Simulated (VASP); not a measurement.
Consider the following.

```xyz
2
Lattice="2.8205 0.0000 0.0000 0.0000 2.8205 0.0000 0.0000 0.0000 2.8205" Properties=species:S:1:pos:R:3 pbc="T T T"
Al     1.4103     1.4103     1.4103
Co     0.0000     0.0000     0.0000
```

Calculation: r2SCAN meta-GGA, VASP's PBE PAW potentials (set 64) (plane waves; VASP 6.6.1). Run with 480 eV cut-off, 12×12×12 Γ-centred mesh, first-order Methfessel-Paxton smearing of 0.10 eV, potentials Al Co.

Energy and stress use the plane-wave basis of the starting cell.

Q: The ions, cell shape and volume at an external pressure of 15.0 GPa are relaxed. Predict the relaxed structure.

A: 
```xyz
2
Lattice="2.7605 0.0000 0.0000 0.0000 2.7605 0.0000 0.0000 0.0000 2.7605" Properties=species:S:1:pos:R:3 pbc="T T T"
Al     1.3803     1.3803     1.3803
Co     0.0000     0.0000     0.0000
```
Space group Pm-3m (221), at a tolerance of 0.03 Å.

Q: How do energy and volume change from the first to the last step?

A: The energy (σ→0) changes by +31.6 meV/atom and the volume by -6.2 %, in 4 ionic steps.

The compound is CoAl in the CsCl type structure. This run relaxes it under an external pressure of 15 GPa. Symmetry was kept, so distortions that lower it aren't found. The run is not spin-polarised, so no magnetic state was tried.
